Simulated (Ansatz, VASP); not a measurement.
**One calculation of Si7SnO16 (a cell with a defect), two programs**

```
CELL_PARAMETERS angstrom
-5.10850 3.97895 2.47825
10.21700 -7.95790 4.95650
5.10850 3.97895 -2.47825
ATOMIC_POSITIONS crystal
Sn 0.87918 0.30241 0.46544
Si 0.81339 0.78816 0.45180
Si 0.17707 0.20245 0.53908
Si 0.13733 0.70256 0.54511
Si 0.89423 0.45577 0.76979
Si 0.86046 0.96246 0.75290
Si 0.12127 0.02409 0.23890
Si 0.11234 0.55978 0.23892
O 0.82294 0.38779 0.24617
O 0.83723 0.84849 0.23849
O 0.52627 0.29581 0.72054
O 0.49787 0.81967 0.72863
O 0.91789 0.08664 0.64143
O 0.89293 0.54226 0.59738
O 0.45969 0.09374 0.39073
O 0.44629 0.62552 0.39700
O 0.06534 0.42057 0.74755
O 0.95066 0.90974 0.64188
O 0.08655 0.11375 0.32573
O 0.11771 0.67052 0.31408
O 0.17970 0.31762 0.46817
O 0.03861 0.77645 0.53880
O 0.09923 0.03931 0.00141
O 0.08748 0.56527 0.00008
```

Alike in both runs: functional PBE; k mesh 4 × 2 × 3; occupations fermi-dirac, width 0.01 eV; no spin polarisation.

Ansatz relaxed the structure, and its values are those at the end. VASP's run is a single point on that final structure, the one shown.

```csv
,VASP,Ansatz
version,VASP 6.6.1,Ansatz 0.2.0
potentials or method,"VASP PAW PBE potentials, release 64 (Sn_d, Si, O)","plane-wave PAW, scalar-relativistic"
plane-wave cutoff (eV),520,420
valence electrons in the cell,138,138
```

```csv
,VASP,Ansatz,Ansatz less VASP
gap on the k mesh at the Fermi level (eV),4.15,4.16,+0.018
pressure (GPa),3.9,3.7,-0.18
rms of the force components (eV/Å),0.017,0.003,-0.0140
```

The functional is the same, so the differences come from potentials, cutoffs and numerics. Ansatz warned: «gradients_without_spin_orbit».

Caveats: spin-orbit coupling is left out, which moves the levels of the heavy elements.
